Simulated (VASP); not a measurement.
Output of a VASP run:

### OSZICAR
```
       N       E                     dE             d eps       ncg     rms          rms(c)
DAV:   1     0.335726001489E+02    0.33573E+02   -0.80189E+03  3190   0.127E+03
DAV:   2    -0.270396816180E+02   -0.60612E+02   -0.57453E+02  4094   0.252E+02
DAV:   3    -0.291972744688E+02   -0.21576E+01   -0.21404E+01  4189   0.410E+01
DAV:   4    -0.292163332934E+02   -0.19059E-01   -0.19015E-01  3813   0.360E+00
DAV:   5    -0.292166089941E+02   -0.27570E-03   -0.27539E-03  4069   0.325E-01    0.565E+01
DAV:   6    -0.595051542306E+01    0.23266E+02   -0.19956E+01  3880   0.428E+01    0.452E+01
DAV:   7    -0.828765935874E+01   -0.23371E+01   -0.29570E+00  3689   0.187E+01    0.194E+01
DAV:   8    -0.697536397907E+01    0.13123E+01   -0.12163E+00  3858   0.106E+01    0.505E+00
DAV:   9    -0.733052929701E+01   -0.35517E+00   -0.74290E-01  3513   0.989E+00    0.207E+00
DAV:  10    -0.699984790320E+01    0.33068E+00   -0.78565E-02  3613   0.373E+00    0.278E+00
DAV:  11    -0.699121776034E+01    0.86301E-02   -0.74207E-04  4201   0.251E-01    0.280E+00
DAV:  12    -0.748036920281E+01   -0.48915E+00   -0.29331E-01  3409   0.661E+00    0.894E-01
DAV:  13    -0.748065751985E+01   -0.28832E-03   -0.39463E-03  3860   0.570E-01    0.620E-01
DAV:  14    -0.748383197444E+01   -0.31745E-02   -0.25167E-03  3345   0.617E-01    0.111E+00
DAV:  15    -0.748415845745E+01   -0.32648E-03   -0.99370E-04  3693   0.400E-01    0.195E+00
DAV:  16    -0.748459179545E+01   -0.43334E-03   -0.56350E-04  3482   0.301E-01    0.235E+00
DAV:  17    -0.748491623303E+01   -0.32444E-03   -0.24583E-04  3702   0.183E-01    0.296E+00
DAV:  18    -0.748478950533E+01    0.12673E-03   -0.17643E-05  3698   0.402E-02    0.286E+00
DAV:  19    -0.748447660055E+01    0.31290E-03   -0.23389E-04  3800   0.125E-01    0.231E+00
DAV:  20    -0.748425396116E+01    0.22264E-03   -0.24365E-04  3992   0.146E-01    0.149E+00
DAV:  21    -0.748415208279E+01    0.10188E-03   -0.38456E-04  3935   0.197E-01    0.591E-01
DAV:  22    -0.748412427097E+01    0.27812E-04   -0.11581E-04  4201   0.112E-01    0.160E-01
DAV:  23    -0.748418725476E+01   -0.62984E-04   -0.29427E-05  3855   0.614E-02    0.962E-03
DAV:  24    -0.748418465165E+01    0.26031E-05   -0.13789E-05  3250   0.590E-02    0.216E-02
DAV:  25    -0.748420910305E+01   -0.24451E-04   -0.22875E-06  3262   0.242E-02    0.860E-03
DAV:  26    -0.748420272413E+01    0.63789E-05   -0.34381E-07  3708   0.847E-03    0.257E-03
DAV:  27    -0.748420461115E+01   -0.18870E-05   -0.10316E-07  2464   0.480E-03    0.140E-03
DAV:  28    -0.748420205390E+01    0.25572E-05   -0.14483E-08  1688   0.171E-03    0.171E-04
DAV:  29    -0.748420289540E+01   -0.84149E-06   -0.52793E-09  1667   0.824E-04    0.172E-04
DAV:  30    -0.748420278158E+01    0.11381E-06   -0.15952E-09  1658   0.502E-04    0.195E-04
DAV:  31    -0.748420268150E+01    0.10009E-06   -0.32023E-10  1664   0.194E-04    0.531E-05
DAV:  32    -0.748420266444E+01    0.17057E-07   -0.62433E-11  1649   0.697E-05
   1 F= -.74842027E+01 E0= -.74842027E+01  d E =0.000000E+00
       N       E                     dE             ncg
```

### OUTCAR
```
------------------------ aborting loop because EDIFF is reached ----------------------------------------
  FORCE on cell =-STRESS in cart. coord.  units (eV):
  Direction    XX          YY          ZZ          XY          YZ          ZX
  --------------------------------------------------------------------------------------
  Total       -0.0124956     -0.0124956     -0.0124956     -0.0000000      0.0000000     -0.0000000
  in kB       -0.8816125     -0.8816125     -0.8816125     -0.0000000      0.0000000     -0.0000000
  external PRESSURE =      -0.8816125 kB  Pullay stress =       0.0000000 kB
  volume of cell :       22.71
      direct lattice vectors                 reciprocal lattice vectors
     0.000000000  2.247604494  2.247604494    -0.222459068  0.222459068  0.222459068
     2.247604494  0.000000000  2.247604494     0.222459068 -0.222459068  0.222459068
     2.247604494  2.247604494  0.000000000     0.222459068  0.222459068 -0.222459068
 POSITION                                       TOTAL-FORCE (eV/Angst)
 -----------------------------------------------------------------------------------
      0.00000      0.00000      0.00000         0.000000      0.000000      0.000000
      2.24760      2.24760      2.24760        -0.000000     -0.000000     -0.000000
 -----------------------------------------------------------------------------------
    total drift:                                0.000000     -0.000000     -0.000000
  FREE ENERGIE OF THE ION-ELECTRON SYSTEM (eV)
  ---------------------------------------------------
  free  energy   TOTEN  =        -7.4842026644 eV

  energy  without entropy=       -7.4842026644  energy(sigma->0) =       -7.48420266

 total charge

# of ion       s       p       d       tot
------------------------------------------
    1        0.266   6.577   1.789   8.632
    2        1.253   2.540   0.000   3.793
--------------------------------------------------
tot          1.520   9.117   1.789  12.426
```
(Selected blocks of OUTCAR.)

**POSCAR**
```
HfN
1
   -0.0000000000     2.2476044944     2.2476044944
    2.2476044944     0.0000000000     2.2476044944
    2.2476044944     2.2476044944    -0.0000000000
Hf N
1 1
Direct
  0.0000000000   0.0000000000   0.0000000000
  0.5000000000   0.5000000000   0.5000000000
```

### Question
Write an INCAR and KPOINTS that could have produced this output.

### Answer
One answer among several that fit: the input of the run itself, MS2 meta-GGA, plane waves, VASP's PBE PAW potentials (set 64).

KPOINTS:
```
Automatic
0
Gamma
 16 16 16
```

**KPOINTS_OPT**
```
k-points along high-symmetry lines
10
Line-mode
Reciprocal
  0.000000   0.000000   0.000000 ! GAMMA
  0.500000   0.000000   0.500000 ! X

  0.500000   0.000000   0.500000 ! X
  0.625000   0.250000   0.625000 ! U

  0.375000   0.375000   0.750000 ! K
  0.000000   0.000000   0.000000 ! GAMMA

  0.000000   0.000000   0.000000 ! GAMMA
  0.500000   0.500000   0.500000 ! L

  0.500000   0.500000   0.500000 ! L
  0.500000   0.250000   0.750000 ! W

  0.500000   0.250000   0.750000 ! W
  0.500000   0.000000   0.500000 ! X
```

**INCAR**
```
! general
SYSTEM   =  HfN
PREC     =  Accurate
ENCUT    =  520
LREAL    =  .False.   ! projection in real space or not
LASPH    =  .True.   ! aspherical one-centre terms

! electronic loop
EDIFF    =  1E-7   ! SCF stop (eV)
NELM     =  100
ALGO     =  Normal
LMAXMIX  =  6   ! l cut-off of mixed one-centre charges
LMIXTAU  =  .True.

! smearing
ISMEAR   =  -5

! functional
METAGGA  =  MS2

! ions
ISIF     =  2   ! forces and stress, cell fixed

! output
LWAVE    =  .False.
LCHARG   =  .False.
LORBIT   =  11   ! lm-projected
NEDOS    =  601   ! DOS grid
```

POTCAR, in this order: Hf_pv N (PBE.64 set). Program: vasp_std.

For a metal the tetrahedron method with Blöchl corrections gives inexact stress and forces.

The compound is HfN in the rock salt structure. It was relaxed first. The electron count is odd and the run is not spin-polarised, which forces a metal.
